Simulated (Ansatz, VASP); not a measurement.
# Cross-check of SnTe between VASP and Ansatz, part 2 of 2

One calculation is typed for both programs; each brings its own data sets. How far apart do they land? The cell is taken from a series of runs on this material, whose earlier steps may have relaxed, scaled, displaced or heated it; both programs get it as it stands.

VASP 6.6.1 and Ansatz 0.2.0.

So far: Starting point; Ansatz: zone-centre phonons, LDA; VASP: zone-centre phonons, LDA.

## Step 3: VASP: zone-centre phonons, LDA (continued)

Level of this step: LDA; plane waves and PAW (Sn_d, Te) (VASP).

Numbers of over 12 decimals in the logs are rounded to 6 here.

Parts of OUTCAR (step 3):

```text
ion  position               nearest neighbor table
   1  0.000  0.000  0.000-   2 3.06   2 3.06   2 3.06   2 3.06   2 3.12   2 3.12
   2  0.500  0.500  0.500-   1 3.06   1 3.06   1 3.06   1 3.06   1 3.12   1 3.12

  LATTYP: Found a body centered tetragonal cell.
 ALAT       =     4.3211130268
 C/A-ratio  =     1.4442058494

 Subroutine GETGRP returns: Found 16 space group operations
 (whereof 16 operations were pure point group operations)

The static configuration has the point symmetry D_4h.

 Found    163 irreducible k-points:

   k-points           NKPTS =    163   k-points in BZ     NKDIM =    163   number of bands    NBANDS=     16

   dimension x,y,z NGX =    32 NGY =   32 NGZ =   32
   dimension x,y,z NGXF=    64 NGYF=   64 NGZF=   64

   ENCUT  =  500.0 eV  36.75 Ry    6.06 a.u.   7.96  7.96  7.88*2*pi/ulx,y,z

   NELECT =      20.0000    total number of electrons

 k-points in reciprocal lattice and weights: Automatic mesh
   0.00000000  0.00000000  0.00000000       0.001
   0.08333333  0.00000000  0.00000000       0.005
   0.16666667  0.00000000  0.00000000       0.005
   0.25000000  0.00000000  0.00000000       0.005
   0.33333333  0.00000000  0.00000000       0.005
   0.41666667  0.00000000  0.00000000       0.005
   0.50000000  0.00000000  0.00000000       0.002
   0.08333333  0.08333333  0.00000000       0.001
   0.16666667  0.08333333  0.00000000       0.005
[...]
-0.33333333  0.16666667  0.50000000       0.002
  -0.25000000  0.25000000  0.50000000       0.001

 average (electrostatic) potential at core
       1 -99.5220       2 -87.9687

  Total        1.2653271      1.2653271      0.0241613      0.0000000     -0.0000000      0.0000000
  in kB       34.7958469     34.7958469      0.6644243      0.0000000     -0.0000000      0.0000000
  external PRESSURE =      23.4187060 kB  Pullay stress =       0.0000000 kB

  energy-cutoff  :      500.00
  volume of cell :       58.26
      direct lattice vectors                 reciprocal lattice vectors
     0.000000000  3.055488324  3.120288355    -0.163639964  0.163639964  0.160241601
     3.055488324  0.000000000  3.120288355     0.163639964 -0.163639964  0.160241601
     3.055488324  3.055488324  0.000000000     0.163639964  0.163639964 -0.160241601

 POSITION                                       TOTAL-FORCE (eV/Angst)
 -----------------------------------------------------------------------------------
      0.00000      0.00000      0.00000         0.000000      0.000000     -0.000000
      3.05549      3.05549      3.12029        -0.000000     -0.000000      0.000000
 -----------------------------------------------------------------------------------
    total drift:                                0.000000     -0.000000     -0.000000

 Eigenvectors and eigenvalues of the dynamical matrix
 ----------------------------------------------------

   1 f  =    1.877409 THz    11.796107 2PiTHz   62.623616 cm-1     7.764335 meV
             X         Y         Z           dx          dy          dz
      0.000000  0.000000  0.000000    -0.715574    0.000000    0.000000
      3.055488  3.055488  3.120288     0.698536    0.000000    0.000000

   2 f  =    1.877409 THz    11.796107 2PiTHz   62.623616 cm-1     7.764335 meV
             X         Y         Z           dx          dy          dz
      0.000000  0.000000  0.000000     0.000000    0.715574    0.000000
      3.055488  3.055488  3.120288     0.000000   -0.698536   -0.000000

   3 f  =    1.250408 THz     7.856544 2PiTHz   41.709116 cm-1     5.171269 meV
             X         Y         Z           dx          dy          dz
      0.000000  0.000000  0.000000     0.000000    0.000000   -0.725036
      3.055488  3.055488  3.120288     0.000000    0.000000    0.688711

   4 f/i=    0.009551 THz     0.060012 2PiTHz    0.318592 cm-1     0.039500 meV
             X         Y         Z           dx          dy          dz
      0.000000  0.000000  0.000000     0.000000   -0.000000    0.688711
      3.055488  3.055488  3.120288     0.000000   -0.000000    0.725036

   5 f/i=    0.011269 THz     0.070805 2PiTHz    0.375893 cm-1     0.046605 meV
             X         Y         Z           dx          dy          dz
      0.000000  0.000000  0.000000     0.000000   -0.698536   -0.000000
      3.055488  3.055488  3.120288     0.000000   -0.715574   -0.000000

   6 f/i=    0.011269 THz     0.070805 2PiTHz    0.375893 cm-1     0.046605 meV
             X         Y         Z           dx          dy          dz
      0.000000  0.000000  0.000000    -0.698536    0.000000    0.000000
      3.055488  3.055488  3.120288    -0.715574    0.000000    0.000000

 ELASTIC MODULI CONTR FROM IONIC RELAXATION (kBar)
 Direction    XX          YY          ZZ          XY          YZ          ZX
 --------------------------------------------------------------------------------
 XX           0.0000      0.0000      0.0000      0.0000      0.0000      0.0000
 YY           0.0000      0.0000      0.0000      0.0000      0.0000      0.0000
 ZZ           0.0000      0.0000      0.0000      0.0000      0.0000      0.0000
 XY           0.0000      0.0000      0.0000      0.0000      0.0000      0.0000
 YZ           0.0000      0.0000      0.0000      0.0000      0.0000      0.0000
 ZX           0.0000      0.0000      0.0000      0.0000      0.0000      0.0000
 --------------------------------------------------------------------------------
```

The gap is read on the k-mesh alone, so it is an upper bound where the band edges lie off the mesh.

## Step 4: Comparison

Known differences besides the potentials themselves: the two LDA forms differ slightly; fixed occupations in Ansatz, narrow Gaussian smearing in VASP; the data sets hold 30 valence electrons in Ansatz (on its PAW soft_1 files) and 20 in VASP; the cutoff is 420 eV in Ansatz and 500 eV in VASP; VASP's log shows a relativistic correction to its local exchange, Ansatz's none. Total energies have different zeros and are not compared.

The two programs side by side:

```csv
quantity,Ansatz,VASP,difference
optical mode 1 (cm⁻¹),37.5,41.7,-4.2
optical mode 2 to 3 (cm⁻¹),60.3,62.6,-3.66 %
```

Modes are paired by rising frequency, not by their patterns, so a pair may set unlike modes beside each other; they are those without the splitting of longitudinal modes.

## Step 5: Results

- r.m.s. difference of the optical zone-centre modes, each program's sorted by frequency (zone-centre phonons, LDA): 3.1 cm⁻¹
- difference in optical mode 2 to 3 (zone-centre phonons, LDA): -3.7 %

**Reading.** The r.m.s. difference of the optical zone-centre modes, each program's sorted by frequency is 3.1 cm⁻¹ (zone-centre phonons, LDA). The data sets hold unlike numbers of valence electrons (30 in Ansatz and 20 in VASP), so part of the differences comes from the potentials. Among the rows given in per cent, the largest difference of the zone-centre phonons, LDA pair is in optical mode 2 to 3, -3.7 %. Such differences can come from data sets, numerical settings and the points named under the comparisons, not from the functional's error against experiment.

[Lines on the potential files, build, host, timing and source positions are cut from VASP's logs without a mark.]

[Logs are printed without paths, hosts, clocks, repeated set-up lines and the standing remarks that a program may print on its own settings, such as how far it seeks lower states.]

[Hosts, paths, dates, database ids (printed as entryN), source tags and the programs' standing remarks are cut or masked in the printed files.]
